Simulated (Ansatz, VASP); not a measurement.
# TiTe2 (CdI2 prototype): VASP beside Ansatz, part 2 of 2

Wanted: the spread between two codes on one cell, functional and k mesh. The cell is invented: As first built, before any earlier steps moved the atoms (in the runner's words): CdI2 prototype, lattice guessed from radii. It may not be a known or stable phase. The two relaxations start from unlike cells of this crystal (the structure described is Ansatz's start), so only their ends are compared.

VASP 6.6.1 and Ansatz 0.2.0.

So far: The starting structure; Ansatz: relaxation of cell and atoms, PBE with D3(BJ), DFT+U.

## 3. VASP: relaxation of cell and atoms, PBE with D3(BJ), DFT+U

Level of this step: PBE with D3(BJ), DFT+U (Ti d 3 eV), spin-polarised from a ferromagnetic start; plane waves and PAW (Ti_sv, Te); invented cell (VASP).

Its own start cell and the same functional, mesh and smearing now go to VASP, with its own data sets.

Lines of VASP's logs that name or quote its potential files are left out, and so is its time.

INCAR reads:

```
SYSTEM = TiTe2
PREC = Accurate
ENCUT = 500
EDIFF = 1E-07
NELM = 200
ISMEAR = -1
SIGMA = 0.05
LREAL = .FALSE.
ALGO = Normal
GGA = PE
IVDW = 12
NBANDS = 20
ISPIN = 2
MAGMOM = 0.21 -0.04 -0.04
LDAU = .TRUE.
LDAUTYPE = 2
LDAUL = 2 -1
LDAUU = 3 0
LDAUJ = 0 0
LDAUPRINT = 1
LASPH = .TRUE.
LMAXMIX = 4
LORBIT = 11
LWAVE = .FALSE.
LCHARG = .FALSE.
ISIF = 3
IBRION = 2
NSW = 80
EDIFFG = -0.005
GGA_COMPAT = .FALSE.
NELMIN = 4
KPAR = 2
```

POSCAR reads:

```
TiTe2
1.0
    3.7678531519      0.0000000355      0.0000000000
   -1.8839270143      3.2630566651      0.0000000000
    0.0000000000      0.0000000000      6.3842181609
Ti Te
1 2
Direct
    0.0000000000      0.0000000000      0.0000000000
    0.3333334163      0.6666666667      0.2687532089
    0.6666668327      0.3333333333      0.7312467911
```

KPOINTS reads:

```
Automatic mesh
0
Gamma
7 7 4
0 0 0
```

The projector-augmented-wave data sets are Ti_sv and Te (PBE family, release 64).

Command:

```console
> mpirun -np 2 vasp_std
```

Numbers of over 12 decimals in the logs are rounded to 6 here.

Output:

```text
[banner, memory and clock lines left out]
running    2 mpi-ranks, on    1 nodes
 distrk:  each k-point on    1 cores,    2 groups
 distr:  one band on    1 cores,    1 groups

 POSCAR found type information on POSCAR TiTe
 POSCAR found :  2 types and       3 ions
 LDA part: xc-table for (Slater+PW92), standard interpolation
 POSCAR, INCAR and KPOINTS ok, starting setup
 FFT: planning ... GRIDC
 FFT: planning ... GRID_SOFT
 FFT: planning ... GRID
 WAVECAR not read
 entering main loop
       N       E                     dE             d eps       ncg     rms          rms(c)
DAV:   1     0.179222555379E+03    0.17922E+03   -0.10132E+04  2240   0.105E+03
DAV:   2    -0.615989037477E+00   -0.17984E+03   -0.17422E+03  2304   0.286E+02
DAV:   3    -0.163794501863E+02   -0.15763E+02   -0.15333E+02  3452   0.792E+01
DAV:   4    -0.169265362918E+02   -0.54709E+00   -0.54446E+00  2944   0.137E+01
DAV:   5    -0.169446071848E+02   -0.18071E-01   -0.18065E-01  3088   0.250E+00    0.127E+01
DAV:   6    -0.158477664134E+02    0.10968E+01   -0.33299E+01  2408   0.380E+01    0.128E+01
DAV:   7    -0.142823212823E+02    0.15654E+01   -0.26002E+01  2724   0.296E+01    0.542E+00
DAV:   8    -0.140290792424E+02    0.25324E+00   -0.17997E+00  2676   0.925E+00    0.186E+00
DAV:   9    -0.140747368480E+02   -0.45658E-01   -0.17838E-01  2824   0.259E+00    0.178E+00
DAV:  10    -0.140437567027E+02    0.30980E-01   -0.28992E-01  2588   0.365E+00    0.749E-01
DAV:  11    -0.140452401134E+02   -0.14834E-02   -0.18288E-02  2580   0.102E+00    0.407E-01
DAV:  12    -0.140451022453E+02    0.13787E-03   -0.64292E-04  2740   0.194E-01    0.262E-01
DAV:  13    -0.140449223210E+02    0.17992E-03   -0.13090E-03  2728   0.218E-01    0.139E-01
DAV:  14    -0.140449035571E+02    0.18764E-04   -0.87045E-05  2512   0.808E-02    0.371E-02
DAV:  15    -0.140449035667E+02   -0.95802E-08   -0.34926E-06  2724   0.114E-02    0.255E-02
DAV:  16    -0.140449050981E+02   -0.15314E-05   -0.21415E-06  2696   0.753E-03    0.203E-02
DAV:  17    -0.140449032799E+02    0.18182E-05   -0.11815E-05  2564   0.235E-02    0.409E-03
DAV:  18    -0.140449033654E+02   -0.85513E-07   -0.36773E-07  2436   0.324E-03
   1 F= -.15553942E+02 E0= -.15549381E+02  d E =-.155539E+02  mag=     0.0010
 curvature:   0.00 expect dE= 0.000E+00 dE for cont linesearch  0.000E+00
 trial: gam= 0.00000 g(F)=  0.500E-06 g(S)=  0.655E-05 ort = 0.000E+00 (trialstep = 0.100E+01)
 search vector abs. value=  0.705E-05
 bond charge predicted
       N       E                     dE             d eps       ncg     rms          rms(c)
DAV:   1    -0.140447824958E+02    0.12078E-03   -0.48139E-04  2540   0.232E-01    0.263E-02
DAV:   2    -0.140447813946E+02    0.11012E-05   -0.14858E-04  2552   0.835E-02    0.234E-02
DAV:   3    -0.140447718379E+02    0.95567E-05   -0.58823E-05  2576   0.489E-02    0.941E-03
DAV:   4    -0.140447705200E+02    0.13179E-05   -0.45616E-06  2968   0.157E-02    0.271E-03
DAV:   5    -0.140447706328E+02   -0.11275E-06   -0.28927E-07  2516   0.347E-03    0.149E-03
DAV:   6    -0.140447707071E+02   -0.74344E-07   -0.36205E-08  1328   0.108E-03
   2 F= -.15553946E+02 E0= -.15549396E+02  d E =-.464278E-05  mag=     0.0003
 trial-energy change:   -0.000005  1 .order   -0.000004   -0.000007   -0.000002
 step:   1.2966(harm=  1.2966)  dis= 0.00014  next Energy=   -15.553946 (dE=-0.457E-05)
 reached required accuracy - stopping structural energy minimisation
```

Parts of OUTCAR (step 3):

```text
ion  position               nearest neighbor table
   1  0.000  0.000  0.000-   3 2.77   2 2.77   2 2.77   3 2.77   2 2.77   3 2.77
   2  0.333  0.667  0.269-   1 2.77   1 2.77   1 2.77   3 3.67   3 3.67   3 3.67
   3  0.667  0.333  0.731-   1 2.77   1 2.77   1 2.77   2 3.67   2 3.67   2 3.67

  LATTYP: Found a hexagonal cell.
 ALAT       =     3.7678531519
 C/A-ratio  =     1.6943914488

 Subroutine GETGRP returns: Found 12 space group operations
 (whereof 12 operations were pure point group operations)

The static configuration has the point symmetry D_3d.

 Found     28 irreducible k-points:

   k-points           NKPTS =     28   k-points in BZ     NKDIM =     28   number of bands    NBANDS=     20

   dimension x,y,z NGX =    28 NGY =   28 NGZ =   48
   dimension x,y,z NGXF=    56 NGYF=   56 NGZF=   96

   ENCUT  =  500.0 eV  36.75 Ry    6.06 a.u.   6.87  6.87 11.64*2*pi/ulx,y,z

   NELECT =      24.0000    total number of electrons

 k-points in reciprocal lattice and weights: Automatic mesh
   0.00000000  0.00000000  0.00000000       0.005
   0.14285714  0.00000000  0.00000000       0.031
   0.28571429 -0.00000000  0.00000000       0.031
   0.42857143 -0.00000000  0.00000000       0.031
   0.14285714  0.14285714  0.00000000       0.031
   0.28571429  0.14285714  0.00000000       0.061
   0.42857143  0.14285714  0.00000000       0.031
   0.28571429  0.28571429  0.00000000       0.031
   0.00000000  0.00000000  0.25000000       0.010
[...]
0.42857143  0.14285714  0.50000000       0.031
   0.28571429  0.28571429  0.50000000       0.031

 Edisp (eV)   -1.50904

atom =   1  type =  1  l = 2

 onsite density matrix

spin component  1

  0.1502 -0.0000  0.0000 -0.0731  0.0000
 -0.0000  0.2478 -0.0000 -0.0000 -0.0731
  0.0000 -0.0000  0.0942 -0.0000  0.0000
 -0.0731 -0.0000 -0.0000  0.2478  0.0000
  0.0000 -0.0731  0.0000  0.0000  0.1502

spin component  2

  0.1501 -0.0000  0.0000 -0.0732  0.0000
 -0.0000  0.2477 -0.0000 -0.0000 -0.0732
  0.0000 -0.0000  0.0941 -0.0000  0.0000
 -0.0732 -0.0000 -0.0000  0.2477  0.0000
  0.0000 -0.0732  0.0000  0.0000  0.1501

 occupancies and eigenvectors

  o =  0.0941  v =  0.0000  0.0000  0.0000  0.0000  0.0000  0.0000  0.0000 -1.0000  0.0000  0.0000      0.0000  0.0000  0.0000  0.0000  0.0000  0.0000  0.0000  0.0000  0.0000  0.0000
  o =  0.0942  v =  0.0000  0.0000 -1.0000  0.0000  0.0000  0.0000  0.0000  0.0000  0.0000  0.0000      0.0000  0.0000  0.0000  0.0000  0.0000  0.0000  0.0000  0.0000  0.0000  0.0000
  o =  0.1110  v =  0.0000  0.0000  0.0000  0.0000  0.0000 -0.7151 -0.2760 -0.0000 -0.3826 -0.5158      0.0000  0.0000  0.0000  0.0000  0.0000  0.0000  0.0000  0.0000  0.0000  0.0000
  o =  0.1110  v =  0.0000  0.0000  0.0000  0.0000  0.0000  0.5158 -0.3826  0.0000  0.2760 -0.7151      0.0000  0.0000  0.0000  0.0000  0.0000  0.0000  0.0000  0.0000  0.0000  0.0000
  o =  0.1111  v = -0.7152 -0.2758 -0.0000 -0.3824 -0.5159  0.0000  0.0000  0.0000  0.0000  0.0000      0.0000  0.0000  0.0000  0.0000  0.0000  0.0000  0.0000  0.0000  0.0000  0.0000
  o =  0.1111  v =  0.5159 -0.3824  0.0000  0.2758 -0.7152  0.0000  0.0000  0.0000  0.0000  0.0000      0.0000  0.0000  0.0000  0.0000  0.0000  0.0000  0.0000  0.0000  0.0000  0.0000
  o =  0.2868  v =  0.0000  0.0000  0.0000  0.0000  0.0000 -0.3826  0.5158 -0.0000  0.7151 -0.2760      0.0000  0.0000  0.0000  0.0000  0.0000  0.0000  0.0000  0.0000  0.0000  0.0000
  o =  0.2868  v =  0.0000  0.0000  0.0000  0.0000  0.0000  0.2760  0.7151  0.0000 -0.5158 -0.3826      0.0000  0.0000  0.0000  0.0000  0.0000  0.0000  0.0000  0.0000  0.0000  0.0000
  o =  0.2869  v = -0.3824  0.5159 -0.0000  0.7152 -0.2758  0.0000  0.0000  0.0000  0.0000  0.0000      0.0000  0.0000  0.0000  0.0000  0.0000  0.0000  0.0000  0.0000  0.0000  0.0000
  o =  0.2869  v =  0.2758  0.7152  0.0000 -0.5159 -0.3824  0.0000  0.0000  0.0000  0.0000  0.0000      0.0000  0.0000  0.0000  0.0000  0.0000  0.0000  0.0000  0.0000  0.0000  0.0000

 average (electrostatic) potential at core
       1 -75.2291       2 -86.9515       3 -86.9515

 E-fermi :   7.3606

 spin component 1
 k-point     1 :       0.0000    0.0000    0.0000
  band No.  band energies     occupation
    ...
      5      -5.3583      1.00000
      6      -3.7006      1.00000
      7       1.7732      1.00000
      8       5.5016      1.00000
      9       5.5016      1.00000
     10       7.8227      0.00010
     11       7.8227      0.00010
     12       7.8529      0.00005
     13       7.9373      0.00001
     14       8.2626      0.00000
    ...

 k-point     2 :       0.1429    0.0000    0.0000
  band No.  band energies     occupation
    ...
      7       2.0508      1.00000
      8       4.9803      1.00000
      9       5.5121      1.00000
     10       6.3155      1.00000
     11       7.1348      0.98919
     12       7.5384      0.02775
     13       7.7593      0.00034
     14       8.4518      0.00000
     15       8.6350      0.00000
     16       9.9343      0.00000
    ...

 k-point     3 :       0.2857   -0.0000    0.0000
  band No.  band energies     occupation
    ...
      8       3.6999      1.00000
      9       4.4381      1.00000
     10       5.4975      1.00000
     11       6.3102      1.00000
     12       6.3920      1.00000
     13       7.5572      0.01922
     14       8.6671      0.00000
     15       8.7554      0.00000
     16      10.1269      0.00000
     17      10.3596      0.00000
    ...

 k-point     4 :       0.4286   -0.0000    0.0000
  band No.  band energies     occupation
    ...
      8       3.5482      1.00000
      9       3.9324      1.00000
     10       5.1527      1.00000
     11       5.4421      1.00000
     12       5.9812      1.00000
     13       7.4102      0.27058
     14       8.6667      0.00000
     15       9.0347      0.00000
     16       9.5939      0.00000
     17      10.5355      0.00000
    ...

 k-point     5 :       0.1429    0.1429    0.0000
  band No.  band energies     occupation
    ...
      8       4.3036      1.00000
      9       4.9123      1.00000
     10       5.3410      1.00000
     11       5.9650      1.00000
     12       6.8825      0.99993
     13       7.8701      0.00004
     14       8.7429      0.00000
     15       8.8305      0.00000
     16       9.4892      0.00000
     17      10.4146      0.00000
    ...

 k-point     6 :       0.2857    0.1429    0.0000
  band No.  band energies     occupation
    ...
      8       3.4853      1.00000
      9       3.8091      1.00000
     10       4.9464      1.00000
     11       5.2711      1.00000
     12       5.8669      1.00000
     13       8.0345      0.00000
     14       8.6810      0.00000
     15       8.9614      0.00000
     16       9.4875      0.00000
     17      10.1562      0.00000
    ...

 Edisp (eV)   -1.50918

  Total       0.00985     0.00985     0.00056    -0.00000     0.00000    -0.00000
  in kB       0.20116     0.20116     0.01138    -0.00000     0.00000    -0.00000
  external pressure =        0.14 kB  Pullay stress =        0.00 kB

  energy-cutoff  :      500.00
  volume of cell :       78.49
      direct lattice vectors                 reciprocal lattice vectors
     3.768237520  0.000000035  0.000000000     0.265376052  0.153214965  0.000000000
    -1.884119198  3.263389538 -0.000000000    -0.000000003  0.306429859  0.000000000
     0.000000000 -0.000000000  6.382362652    -0.000000000  0.000000000  0.156681789

 POSITION                                       TOTAL-FORCE (eV/Angst)
 -----------------------------------------------------------------------------------
      0.00000      0.00000      0.00000        -0.000000     -0.000000      0.000000
      0.00000      2.17559      1.71517        -0.000000     -0.000000      0.001075
      1.88412      1.08780      4.66719         0.000000      0.000000     -0.001075
 -----------------------------------------------------------------------------------
    total drift:                               -0.000250     -0.000000      0.000000

  FREE ENERGIE OF THE ION-ELECTRON SYSTEM (eV)
  ---------------------------------------------------
  free  energy   TOTEN  =       -15.5539464647 eV

  energy  without entropy=      -15.5448459956  energy(sigma->0) =      -15.54939623

 reached required accuracy - stopping structural energy minimisation

 total charge
# of ion       s       p       d       tot
------------------------------------------
    1        2.177   6.136   1.761  10.074
    2        1.383   2.012   0.040   3.435
    3        1.383   2.012   0.040   3.435
--------------------------------------------------
tot          4.942  10.161   1.842  16.945

 magnetization (x)
# of ion       s       p       d       tot
------------------------------------------
    1        0.000   0.000   0.000   0.000
    2       -0.000  -0.000   0.000  -0.000
    3       -0.000  -0.000   0.000  -0.000
--------------------------------------------------
tot          0.000  -0.000   0.000   0.000

[... 6 further parts left out ...]
```

CONTCAR:

```
TiTe2
   1.00000000000000
     3.7682375200039306    0.0000000354556079    0.0000000000000000
    -1.8841191984382637    3.2633895377060957   -0.0000000000000000
     0.0000000000000000   -0.0000000000000000    6.3823626519489194
  Ti              Te
     1     2
Direct
     0.0000000000000000    0.0000000000000000    0.0000000000000000
     0.3333334163000004    0.6666666667000030    0.2687360000737983
     0.6666668327000025    0.3333333332999970    0.7312639999262017
```

The moments of VASP's start collapse, so its state is non-magnetic. A U on the itinerant d states of such a compound is hard to justify; it moves the bands at the Fermi level. The run keeps the 12 symmetry operations of its start, so it cannot find a distortion of lower symmetry.

## 4. Side by side

Known differences besides the potentials themselves: VASP starts from the moments at which Ansatz ended; U acts on the PAW sphere in VASP and on atomic orbitals in Ansatz, so only states and trends compare; the data sets hold 44 valence electrons in Ansatz (on its default PAW (the set named soft_2) files) and 24 in VASP; the cutoff is 420 eV in Ansatz and 500 eV in VASP; site moments are counted in spheres of each program's own size. Total energies have different zeros and are not compared.

The two programs side by side:

| quantity | Ansatz | VASP | difference |
| --- | --- | --- | --- |
| volume (Å³) | 80.35 | 78.49 | +2.37 % |
| edge a after relaxation, in the typed setting (Å) | 3.807 | 3.768 | +1.02 % |
| edge c after relaxation, in the typed setting (Å) | 6.403 | 6.382 | +0.32 % |
| total moment (μB) | 0.14 | 0.00 | +0.14 |
| moment on Ti1 (μB) | 0.21 | 0.00 | +0.21 |

The two runs ended with unlike total or site moments, perhaps in different magnetic states: Ansatz left the typed order; the other differences may follow from that, so they don't measure the programs' precision.

## 5. Other set-ups

Further runs change the set-up of one program: Ansatz's method, potentials or start, or VASP's data sets, cutoff or form of LDA. The table gives Ansatz less VASP for each quantity, since a change that brings one quantity closer may part another.

| run | volume (%) | total moment (μB) | edge a after relaxation, in the typed setting (%) | edge c after relaxation, in the typed setting (%) |
| --- | --- | --- | --- | --- |
| as above | 2.4 | 0.14 | 1.0 | 0.32 |
| VASP with the data sets Ti and Te_sv_GW and a cutoff of 600 eV | 3.1 | 0.14 | 1.0 | 0.99 |

## 6. Summary of results

```json
{
  "difference in total moment (relaxation of cell and atoms, PBE with D3(BJ), DFT+U)": "0.14 μB",
  "difference in volume (relaxation of cell and atoms, PBE with D3(BJ), DFT+U)": "2.4 %"
}
```

**Reading.** The difference in volume is 2.4 % (relaxation of cell and atoms, PBE with D3(BJ), DFT+U). The data sets hold unlike numbers of valence electrons (44 in Ansatz and 24 in VASP), so part of the differences comes from the potentials. The runs of the relaxation of cell and atoms, PBE with D3(BJ), DFT+U pair ended with unlike moments, so it says little about numerical agreement. By the marks of this series, far apart in the relaxation of cell and atoms, PBE with D3(BJ), DFT+U pair: the difference in volume, 2.4 %. Relaxation of cell and atoms, PBE with D3(BJ), DFT+U, VASP with the data sets Ti and Te_sv_GW and a cutoff of 600 eV: the difference in volume goes from 2.4 to 3.1 %; the difference in edge c after relaxation, in the typed setting goes from 0.32 to 0.99 %. How closely two codes agree says nothing of how well the functional describes the real material.

[Lines on the potential files, build, host, timing and source positions are cut from VASP's logs without a mark.]

[Logs are printed without paths, hosts, clocks, repeated set-up lines and the standing remarks that a program may print on its own settings, such as how far it seeks lower states.]

[Hosts, paths, dates, database ids (printed as entryN), source tags and the programs' standing remarks are cut or masked in the printed files.]
